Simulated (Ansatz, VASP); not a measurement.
# BAs in two plane-wave programs, part 2 of 2

Wanted: the spread between two codes on one cell, functional and k mesh. The cell is taken from a series of runs on this material, whose earlier steps may have relaxed, scaled, displaced or heated it; both programs get it as it stands.

VASP 6.6.1 and Ansatz 0.2.0.

So far: Set-up; Ansatz: zone-centre phonons, PBE.

**3. VASP: zone-centre phonons, PBE**

Level of this step: PBE; plane waves and PAW (B, As) (VASP).

The same cell, functional and mesh now go to VASP, with its own data sets.

Lines of VASP's logs that name or quote its potential files are left out, and so is its time.

Contents of INCAR:

```
SYSTEM = BAs
PREC = Accurate
ENCUT = 500
EDIFF = 1E-08
NELM = 120
ISMEAR = 0
SIGMA = 0.01
LREAL = .FALSE.
ALGO = Normal
GGA = PE
NBANDS = 10
LORBIT = 11
LWAVE = .FALSE.
LCHARG = .FALSE.
ISIF = 2
IBRION = 8
LEPSILON = .TRUE.
LASPH = .TRUE.
GGA_COMPAT = .FALSE.
EFERMI = MIDGAP
```

Contents of POSCAR:

```
BAs
1.0
    0.0000000000      2.4046637565      2.4046637565
    2.4046637565      0.0000000000      2.4046637565
    2.4046637565      2.4046637565      0.0000000000
B As
1 1
Direct
    0.0000000000      0.0000000000      0.0000000000
    0.2500000000      0.2500000000      0.2500000000
```

Contents of KPOINTS:

```
Automatic mesh
0
Gamma
12 12 12
0 0 0
```

PAW data sets: B and As (PBE family, release 64).

The run is started by

```console
$ export OMP_NUM_THREADS=3
$ mpirun -np 1 vasp_std
```

Numbers of over 12 decimals in the logs are rounded to 6 here.

The program printed:

```text
[banner, memory and clock lines left out]
running    1 mpi-ranks, on    1 nodes
 distrk:  each k-point on    1 cores,    1 groups
 distr:  one band on    1 cores,    1 groups
 Offloading initialized ...    1 GPUs detected
 POSCAR found type information on POSCAR B As
 POSCAR found :  2 types and       2 ions
 LDA part: xc-table for (Slater+PW92), standard interpolation
 POSCAR, INCAR and KPOINTS ok, starting setup
 FFT: planning ... GRIDC
 FFT: planning ... GRID_SOFT
 FFT: planning ... GRID
 WAVECAR not read
 entering main loop
       N       E                     dE             d eps       ncg     rms          rms(c)
DAV:   1     0.125028861473E+02    0.12503E+02   -0.37521E+03  1448   0.686E+02
DAV:   2    -0.113740324843E+02   -0.23877E+02   -0.22948E+02  2026   0.107E+02
DAV:   3    -0.120123674832E+02   -0.63833E+00   -0.63716E+00  1746   0.172E+01
DAV:   4    -0.120140217700E+02   -0.16543E-02   -0.16542E-02  1762   0.959E-01
DAV:   5    -0.120140243896E+02   -0.26196E-05   -0.26196E-05  1720   0.373E-02    0.479E+00
DAV:   6    -0.114743100885E+02    0.53971E+00   -0.15812E+00  1548   0.545E+00    0.234E+00
DAV:   7    -0.114195402931E+02    0.54770E-01   -0.18115E-01  1758   0.224E+00    0.962E-01
DAV:   8    -0.114130212107E+02    0.65191E-02   -0.20416E-02  1588   0.858E-01    0.992E-02
DAV:   9    -0.114133275433E+02   -0.30633E-03   -0.74323E-04  1654   0.169E-01    0.566E-02
DAV:  10    -0.114134927084E+02   -0.16517E-03   -0.22038E-04  1566   0.956E-02    0.130E-02
DAV:  11    -0.114134984078E+02   -0.56994E-05   -0.61072E-06  1834   0.177E-02    0.109E-02
DAV:  12    -0.114134984610E+02   -0.53155E-07   -0.28454E-06  1576   0.984E-03    0.328E-03
DAV:  13    -0.114134985107E+02   -0.49678E-07   -0.84570E-08  1772   0.203E-03    0.114E-03
DAV:  14    -0.114134986287E+02   -0.11805E-06   -0.16496E-08  1580   0.880E-04    0.116E-04
DAV:  15    -0.114134986336E+02   -0.49219E-08   -0.38786E-10   912   0.156E-04
   1 F= -.11413499E+02 E0= -.11413499E+02  d E =0.000000E+00
 Linear response reoptimize wavefunctions to high precision
DAV:   1    -0.114134986242E+02    0.93841E-08   -0.10418E-10  1000   0.590E-05
DAV:   2    -0.114134986242E+02   -0.40501E-12   -0.39156E-12   868   0.150E-05
 Linear response G [H, r] |phi>, progress :
  Direction:   1
       N       E                     dE             d eps       ncg     rms
RMM:   1    -0.474888753802E+02   -0.47489E+02   -0.56429E+01  3642   0.462E+01
RMM:   2    -0.364836062915E+02    0.11005E+02   -0.30861E+00  2377   0.113E+01
RMM:   3    -0.364811507870E+02    0.24555E-02   -0.40480E-02  2483   0.926E-01
RMM:   4    -0.364797924520E+02    0.13583E-02   -0.17454E-03  2552   0.105E-01
RMM:   5    -0.364796642385E+02    0.12821E-03   -0.15525E-04  2554   0.125E-02
RMM:   6    -0.364796511235E+02    0.13115E-04   -0.18402E-05  2555   0.199E-03
RMM:   7    -0.364796497373E+02    0.13861E-05   -0.43954E-06  2325   0.521E-04
RMM:   8    -0.364796496055E+02    0.13187E-06   -0.26272E-06  2074   0.340E-04
RMM:   9    -0.364796495990E+02    0.64669E-08   -0.17985E-06  1937   0.320E-04
RMM:  10    -0.364796495682E+02    0.30832E-07    0.16773E-06  1684   0.320E-04
RMM:  11    -0.364796494218E+02    0.14636E-06    0.12792E-05  1518   0.320E-04
 Linear response G [H, r] |phi>, progress :
  Direction:   2
       N       E                     dE             d eps       ncg     rms
RMM:   1    -0.468690013262E+02   -0.46869E+02   -0.82294E+01  3647   0.440E+01
RMM:   2    -0.381940913582E+02    0.86749E+01   -0.21045E+00  2364   0.984E+00
RMM:   3    -0.382014565819E+02   -0.73652E-02   -0.28774E-02  2511   0.754E-01
RMM:   4    -0.382003204701E+02    0.11361E-02   -0.15949E-03  2540   0.845E-02
RMM:   5    -0.382001980534E+02    0.12242E-03   -0.14632E-04  2570   0.103E-02
RMM:   6    -0.382001853555E+02    0.12698E-04   -0.15250E-05  2545   0.171E-03
RMM:   7    -0.382001840175E+02    0.13380E-05   -0.16584E-06  2296   0.496E-04
RMM:   8    -0.382001838666E+02    0.15091E-06   -0.20290E-07  2089   0.346E-04
RMM:   9    -0.382001838667E+02   -0.11133E-09   -0.16532E-07  1955   0.329E-04
RMM:  10    -0.382001838684E+02   -0.16264E-08   -0.53178E-08  1769   0.329E-04
 Linear response G [H, r] |phi>, progress :
  Direction:   3
       N       E                     dE             d eps       ncg     rms
RMM:   1    -0.255495326962E+02   -0.25550E+02    0.11737E+02  3464   0.431E+01
RMM:   2    -0.222636243964E+02    0.32859E+01   -0.24500E+00  2340   0.994E+00
RMM:   3    -0.222602978468E+02    0.33265E-02   -0.30546E-02  2483   0.924E-01
RMM:   4    -0.222600995180E+02    0.19833E-03   -0.29018E-04  2546   0.107E-01
RMM:   5    -0.222601036980E+02   -0.41799E-05   -0.10037E-06  2519   0.136E-02
RMM:   6    -0.222601042860E+02   -0.58805E-06    0.47595E-07  2515   0.195E-03
RMM:   7    -0.222601043555E+02   -0.69506E-07   -0.11343E-07  2275   0.391E-04
RMM:   8    -0.222601043700E+02   -0.14471E-07   -0.43817E-07  2023   0.179E-04
RMM:   9    -0.222601043694E+02    0.60921E-09   -0.21178E-07  1831   0.157E-04
RMM:  10    -0.222601043695E+02   -0.10544E-09   -0.44058E-07  1586   0.157E-04
RMM:  11    -0.222601043693E+02    0.16292E-09   -0.23685E-06  1437   0.157E-04
RMM:  12    -0.222601043578E+02    0.11571E-07   -0.41430E-06  1290   0.157E-04
 Linear response to external field (no local field effect), progress :
  Direction:   1
[...]
RMM:   1    -0.687110449917E+00   -0.68711E+00   -0.31302E+00 12646   0.303E+00
RMM:   2    -0.705333943391E+00   -0.18223E-01   -0.72495E-03  9252   0.418E-01    0.128E+00
RMM:   3    -0.697348721518E+00    0.79852E-02   -0.58484E-03  9444   0.452E-01    0.754E-01
RMM:   4    -0.732658233649E+00   -0.35310E-01   -0.86693E-03  9250   0.578E-01    0.840E-02
RMM:   5    -0.738521876663E+00   -0.58636E-02   -0.19780E-04  9450   0.942E-02    0.124E-02
RMM:   6    -0.738853349803E+00   -0.33147E-03   -0.31447E-06  9713   0.132E-02    0.631E-03
RMM:   7    -0.739126680636E+00   -0.27333E-03   -0.22892E-06  9446   0.114E-02    0.529E-04
RMM:   8    -0.739134458164E+00   -0.77775E-05   -0.78259E-09 10016   0.802E-04    0.163E-04
RMM:   9    -0.739133051741E+00    0.14064E-05   -0.57787E-09  9251   0.335E-04    0.413E-05
RMM:  10    -0.739133494254E+00   -0.44251E-06   -0.40741E-09  8706   0.102E-04    0.513E-06
 change of polarisation eV/A/(eV/A) component  1 :     1.365     0.355     0.218
 dielectric tensor                  component  1 :     9.879     2.311     1.421
 Linear response to external field, progress :
  Direction:   2
       N       E                     dE             d eps       ncg     rms          rms(c)
RMM:   1    -0.687196894924E+00   -0.68720E+00   -0.31311E+00 12642   0.303E+00
RMM:   2    -0.705334724136E+00   -0.18138E-01   -0.71893E-03  9253   0.417E-01    0.128E+00
RMM:   3    -0.697348892186E+00    0.79858E-02   -0.58505E-03  9445   0.452E-01    0.754E-01
RMM:   4    -0.732658351497E+00   -0.35309E-01   -0.86723E-03  9250   0.578E-01    0.840E-02
RMM:   5    -0.738522485582E+00   -0.58641E-02   -0.19841E-04  9452   0.943E-02    0.124E-02
RMM:   6    -0.738853667702E+00   -0.33118E-03   -0.32856E-06  9717   0.132E-02    0.631E-03
RMM:   7    -0.739127039987E+00   -0.27337E-03   -0.23424E-06  9445   0.114E-02    0.528E-04
RMM:   8    -0.739134778671E+00   -0.77387E-05   -0.45432E-09 10014   0.801E-04    0.163E-04
RMM:   9    -0.739133382591E+00    0.13961E-05    0.58906E-09  9265   0.337E-04    0.416E-05
RMM:  10    -0.739133824081E+00   -0.44149E-06    0.51052E-09  8695   0.100E-04    0.538E-06
 change of polarisation eV/A/(eV/A) component  2 :     0.295     1.365     0.215
 dielectric tensor                  component  2 :     1.922     9.879     1.401
 Linear response to external field, progress :
  Direction:   3
       N       E                     dE             d eps       ncg     rms          rms(c)
RMM:   1    -0.687243537108E+00   -0.68724E+00   -0.31316E+00 12647   0.303E+00
RMM:   2    -0.705334559634E+00   -0.18091E-01   -0.71885E-03  9252   0.418E-01    0.128E+00
RMM:   3    -0.697348955178E+00    0.79856E-02   -0.58442E-03  9444   0.452E-01    0.754E-01
RMM:   4    -0.732659088895E+00   -0.35310E-01   -0.86665E-03  9250   0.578E-01    0.840E-02
RMM:   5    -0.738522050445E+00   -0.58630E-02   -0.19782E-04  9449   0.943E-02    0.124E-02
RMM:   6    -0.738853464622E+00   -0.33141E-03   -0.31594E-06  9720   0.132E-02    0.631E-03
RMM:   7    -0.739126828956E+00   -0.27336E-03   -0.23016E-06  9438   0.114E-02    0.529E-04
RMM:   8    -0.739134624166E+00   -0.77952E-05   -0.86419E-09 10007   0.802E-04    0.163E-04
RMM:   9    -0.739133215851E+00    0.14083E-05   -0.68839E-09  9256   0.336E-04    0.416E-05
RMM:  10    -0.739133656171E+00   -0.44032E-06   -0.42932E-09  8705   0.999E-05    0.533E-06
 change of polarisation eV/A/(eV/A) component  3 :     0.244     0.330     1.365
 dielectric tensor                  component  3 :     1.585     2.145     9.879
 Linear response DOF=            2
 Linear response progress:
  Degree of freedom:   1/  2
       N       E                     dE             d eps       ncg     rms          rms(c)
RMM:   1    -0.427776122546E-01   -0.42778E-01    0.33873E-03 13178   0.108E+00
RMM:   2    -0.400197109006E-01    0.27579E-02   -0.12563E-03  8779   0.215E-01    0.928E-02
RMM:   3    -0.400841155599E-01   -0.64405E-04   -0.19062E-04  9277   0.608E-02    0.497E-02
RMM:   4    -0.403466241597E-01   -0.26251E-03   -0.15305E-04  9043   0.581E-02    0.793E-03
RMM:   5    -0.403122553048E-01    0.34369E-04   -0.65262E-06  9530   0.924E-03    0.693E-04
RMM:   6    -0.403091679136E-01    0.30874E-05   -0.53484E-07  9563   0.852E-04    0.332E-04
RMM:   7    -0.403085224549E-01    0.64546E-06   -0.31383E-07  9603   0.411E-04    0.517E-05
RMM:   8    -0.403086921998E-01   -0.16974E-06   -0.14574E-07  9796   0.958E-05    0.167E-05
RMM:   9    -0.403086555470E-01    0.36653E-07   -0.14653E-07  9960   0.384E-05    0.465E-06
RMM:  10    -0.403086617776E-01   -0.62306E-08   -0.15775E-07  9700   0.184E-05    0.793E-07
RMM:  11    -0.403086648899E-01   -0.31124E-08   -0.13935E-07  9031   0.127E-05    0.184E-07
RMM:  12    -0.403086618726E-01    0.30174E-08   -0.14517E-07  5779   0.118E-05    0.621E-08
 first order change of Fermi-energy  -0.24596E+01
 force on displaced ion       1 direction 1 : -16.156   0.000   0.000
 Born effective charge ion    1 direction 1 :  -0.473   0.000   0.000
 Linear response progress:
  Degree of freedom:   2/  2
       N       E                     dE             d eps       ncg     rms          rms(c)
RMM:   1    -0.389404423114E-01   -0.38940E-01    0.33133E-02 13421   0.114E+00
RMM:   2    -0.368191307488E-01    0.21213E-02   -0.36427E-04  8906   0.213E-01    0.935E-02
RMM:   3    -0.367340544713E-01    0.85076E-04    0.90080E-05  9502   0.293E-02    0.557E-02
RMM:   4    -0.367427865792E-01   -0.87321E-05    0.66324E-05  9287   0.365E-02    0.359E-03
RMM:   5    -0.367503513382E-01   -0.75648E-05    0.92227E-06  9730   0.372E-03    0.852E-04
RMM:   6    -0.367486844205E-01    0.16669E-05   -0.25674E-07  9577   0.103E-03    0.230E-04
RMM:   7    -0.367464459545E-01    0.22385E-05   -0.56216E-07  9818   0.381E-04    0.348E-05
RMM:   8    -0.367464443804E-01    0.15741E-08   -0.98926E-07 10035   0.459E-05    0.243E-05
RMM:   9    -0.367465850323E-01   -0.14065E-06   -0.10234E-06  9883   0.452E-05    0.312E-06
RMM:  10    -0.367465706485E-01    0.14384E-07   -0.99859E-07  9483   0.126E-05    0.182E-06
RMM:  11    -0.367465585705E-01    0.12078E-07   -0.88934E-07  8823   0.122E-05    0.173E-07
RMM:  12    -0.367465544671E-01    0.41034E-08   -0.87657E-07  6047   0.113E-05    0.611E-08
 first order change of Fermi-energy   0.24598E+01
 force on displaced ion       2 direction 1 : -16.159   0.000   0.000
 Born effective charge ion    2 direction 1 :   0.467   0.000   0.000
 Born effective charges drift removed
 Linear response finished
```

From OUTCAR (step 3):

```text
ion  position               nearest neighbor table
   1  0.000  0.000  0.000-   2 2.08   2 2.08   2 2.08   2 2.08
   2  0.250  0.250  0.250-   1 2.08   1 2.08   1 2.08   1 2.08

  LATTYP: Found a face centered cubic cell.
 ALAT       =     4.8093275130

 Subroutine GETGRP returns: Found 24 space group operations
 (whereof 24 operations were pure point group operations)

The static configuration has the point symmetry T_d .

 Found     72 irreducible k-points:

   k-points           NKPTS =     72   k-points in BZ     NKDIM =     72   number of bands    NBANDS=     10

   dimension x,y,z NGX =    28 NGY =   28 NGZ =   28
   dimension x,y,z NGXF=    56 NGYF=   56 NGZF=   56

   ENCUT  =  500.0 eV  36.75 Ry    6.06 a.u.   6.20  6.20  6.20*2*pi/ulx,y,z

   NELECT =       8.0000    total number of electrons

 k-points in reciprocal lattice and weights: Automatic mesh
   0.00000000  0.00000000  0.00000000       0.001
   0.08333333  0.00000000  0.00000000       0.005
   0.16666667  0.00000000  0.00000000       0.005
   0.25000000  0.00000000  0.00000000       0.005
   0.33333333  0.00000000  0.00000000       0.005
   0.41666667  0.00000000  0.00000000       0.005
   0.50000000  0.00000000  0.00000000       0.002
   0.08333333  0.08333333  0.00000000       0.003
   0.16666667  0.08333333  0.00000000       0.014
[...]
-0.33333333  0.50000000  0.16666667       0.007
  -0.25000000  0.50000000  0.25000000       0.003

 average (electrostatic) potential at core
       1 -27.0381       2 -48.9718

  Total        0.1042726      0.1042726      0.1042726     -0.0000000      0.0000000     -0.0000000
  in kB        6.0074175      6.0074175      6.0074175     -0.0000000      0.0000000     -0.0000000
  external PRESSURE =       6.0074175 kB  Pullay stress =       0.0000000 kB

  energy-cutoff  :      500.00
  volume of cell :       27.81
      direct lattice vectors                 reciprocal lattice vectors
     0.000000000  2.404663757  2.404663757    -0.207929279  0.207929279  0.207929279
     2.404663757  0.000000000  2.404663757     0.207929279 -0.207929279  0.207929279
     2.404663757  2.404663757  0.000000000     0.207929279  0.207929279 -0.207929279

 POSITION                                       TOTAL-FORCE (eV/Angst)
 -----------------------------------------------------------------------------------
      0.00000      0.00000      0.00000        -0.000000     -0.000000     -0.000000
      1.20233      1.20233      1.20233         0.000000      0.000000      0.000000
 -----------------------------------------------------------------------------------
    total drift:                               -0.000000     -0.000000     -0.000000

 MACROSCOPIC STATIC DIELECTRIC TENSOR (including local field effects in DFT)
 ------------------------------------------------------
           9.878879    -0.000000     0.000000
          -0.000000     9.878879     0.000000
           0.000000     0.000000     9.878879
 ------------------------------------------------------

 PIEZOELECTRIC TENSOR (including local field effects)  for field in x, y, z        (C/m^2)
          XX          YY          ZZ          XY          YZ          ZX
  --------------------------------------------------------------------------------
  x     0.00000     0.00000     0.00000     0.00000     0.06953     0.00000
  y    -0.00000    -0.00000     0.00000     0.00000     0.00000     0.06953
  z     0.00000     0.00000     0.00000     0.06953     0.00000     0.00000

 BORN EFFECTIVE CHARGES (including local field effects) (in |e|, cummulative output)
 ---------------------------------------------------------------------------------
 ion    1
    1    -0.47253     0.00000     0.00000
    2    -0.00000    -0.47253    -0.00000
    3     0.00000    -0.00000    -0.47253
 ion    2
    1     0.47253    -0.00000    -0.00000
    2     0.00000     0.47253     0.00000
    3    -0.00000     0.00000     0.47253

 Eigenvectors and eigenvalues of the dynamical matrix
 ----------------------------------------------------

   1 f  =   20.443718 THz   128.451668 2PiTHz  681.929027 cm-1    84.548386 meV
             X         Y         Z           dx          dy          dz
      0.000000  0.000000  0.000000     0.000000    0.934815    0.000000
      1.202332  1.202332  1.202332     0.000000   -0.355134    0.000000

   2 f  =   20.443718 THz   128.451668 2PiTHz  681.929027 cm-1    84.548386 meV
             X         Y         Z           dx          dy          dz
      0.000000  0.000000  0.000000     0.934815    0.000000   -0.000000
      1.202332  1.202332  1.202332    -0.355134   -0.000000   -0.000000

   3 f  =   20.443718 THz   128.451668 2PiTHz  681.929027 cm-1    84.548386 meV
             X         Y         Z           dx          dy          dz
      0.000000  0.000000  0.000000     0.000000    0.000000    0.934815
      1.202332  1.202332  1.202332     0.000000   -0.000000   -0.355134

   4 f/i=    0.000598 THz     0.003758 2PiTHz    0.019949 cm-1     0.002473 meV
             X         Y         Z           dx          dy          dz
      0.000000  0.000000  0.000000    -0.355134   -0.000000    0.000000
      1.202332  1.202332  1.202332    -0.934815    0.000000    0.000000

   5 f/i=    0.000598 THz     0.003758 2PiTHz    0.019949 cm-1     0.002473 meV
             X         Y         Z           dx          dy          dz
      0.000000  0.000000  0.000000    -0.000000   -0.000000   -0.355134
      1.202332  1.202332  1.202332    -0.000000    0.000000   -0.934815

   6 f/i=    0.000598 THz     0.003758 2PiTHz    0.019949 cm-1     0.002473 meV
             X         Y         Z           dx          dy          dz
      0.000000  0.000000  0.000000    -0.000000   -0.355134   -0.000000
      1.202332  1.202332  1.202332    -0.000000   -0.934815   -0.000000

 MACROSCOPIC STATIC DIELECTRIC TENSOR IONIC CONTRIBUTION
 ------------------------------------------------------
           0.089922    -0.000000    -0.000000
          -0.000000     0.089922     0.000000
          -0.000000     0.000000     0.089922
 ------------------------------------------------------

 ELASTIC MODULI CONTR FROM IONIC RELAXATION (kBar)
 Direction    XX          YY          ZZ          XY          YZ          ZX
 --------------------------------------------------------------------------------
 XX          -0.0000      0.0000      0.0000     -0.0000      0.0000      0.0000
 YY           0.0000     -0.0000      0.0000     -0.0000     -0.0000      0.0000
 ZZ           0.0000      0.0000     -0.0000      0.0000     -0.0000      0.0000
 XY          -0.0000     -0.0000      0.0000   -153.3033      0.0000      0.0000
 YZ           0.0000     -0.0000     -0.0000      0.0000   -153.3033      0.0000
 ZX           0.0000      0.0000      0.0000      0.0000      0.0000   -153.3033
 --------------------------------------------------------------------------------

 PIEZOELECTRIC TENSOR IONIC CONTR  for field in x, y, z        (C/m^2)
          XX          YY          ZZ          XY          YZ          ZX
  --------------------------------------------------------------------------------
  x     0.00000    -0.00000    -0.00000     0.00000    -0.11048     0.00000
  y     0.00000     0.00000     0.00000    -0.00000    -0.00000    -0.11048
  z    -0.00000    -0.00000     0.00000    -0.11048     0.00000    -0.00000
```

Energies printed during the response cycles are not total energies of the cell.

**4. Differences**

Known differences besides the potentials themselves: fixed occupations in Ansatz, narrow Gaussian smearing in VASP; VASP's response is taken on the typed mesh, Ansatz refines its own for the field response alone; the data sets hold 18 valence electrons in Ansatz (on its PAW soft_1 files) and 8 in VASP; the cutoff is 420 eV in Ansatz and 500 eV in VASP. Total energies have different zeros and are not compared.

Both answers:

```tsv
quantity	Ansatz	VASP	difference
ε∞ xx	9.86	9.88	-0.21 %
ε∞ yy	9.86	9.88	-0.21 %
ε∞ zz	9.86	9.88	-0.21 %
Born charge of B1 (mean of the diagonal) (e)	-0.44	-0.47	+0.03
Born charge of As2 (mean of the diagonal) (e)	0.44	0.47	-0.03
optical mode 1 to 3 (cm⁻¹)	677.2	681.9	-0.69 %
```

Modes are paired by rising frequency, not by their patterns, so a pair may set unlike modes beside each other; they are those without the splitting of longitudinal modes.

**5. Summary of results**

```json
{
  "r.m.s. difference of the optical zone-centre modes, each program's sorted by frequency (zone-centre phonons, PBE)": "4.7 cm⁻¹",
  "difference in optical mode 1 to 3 (zone-centre phonons, PBE)": "-0.7 %"
}
```

In words: The r.m.s. difference of the optical zone-centre modes, each program's sorted by frequency is 4.7 cm⁻¹ (zone-centre phonons, PBE). The data sets hold unlike numbers of valence electrons (18 in Ansatz and 8 in VASP), so part of the differences comes from the potentials. Among the rows given in per cent, the largest difference of the zone-centre phonons, PBE pair is in optical mode 1 to 3, -0.7 %. How closely two codes agree says nothing of how well the functional describes the real material.

[Lines on the potential files, build, host, timing and source positions are cut from VASP's logs without a mark.]

[Logs are printed without paths, hosts, clocks, repeated set-up lines and the standing remarks that a program may print on its own settings, such as how far it seeks lower states.]

[Hosts, paths, dates, database ids (printed as entryN), source tags and the programs' standing remarks are cut or masked in the printed files.]
